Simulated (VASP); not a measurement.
A cell of GaAs (zinc blende) near equilibrium:

```
GaAs
1.0
    0.00000     2.87087     2.87087
    2.87087     0.00000     2.87087
    2.87087     2.87087     0.00000
Ga As
1 1
Direct
  0.00000   0.00000   0.00000
  0.25000   0.25000   0.25000
```

Computed with PBE GGA, VASP's PBE PAW potentials (set 64) (plane waves; VASP).

```
run               ΔE (meV/atom)    σxx    σyy    σzz  largest shear component, with its sign (GPa)  gap (eV)
----------------  -------------  -----  -----  -----  --------------------------------------------  --------
as it is                    0.0   0.24   0.24   0.24                                          0.00      0.18
after one change           12.5  -2.89  -2.89  -2.89                                          0.00      0.00
```
Stress is in GPa, positive when the cell is compressed; gaps are those on the k-mesh, and 0.00 means metallic.

Problem. Name the change that produced these shifts.
A. shear strain γ_xz = -1.5 %
B. biaxial strain of +3.0 % in the xy plane
C. biaxial strain of -3.0 % in the xy plane
D. isotropic strain of +2.0 %

Solution. D, isotropic strain of +2.0 %

The compound is GaAs in the zinc blende structure.
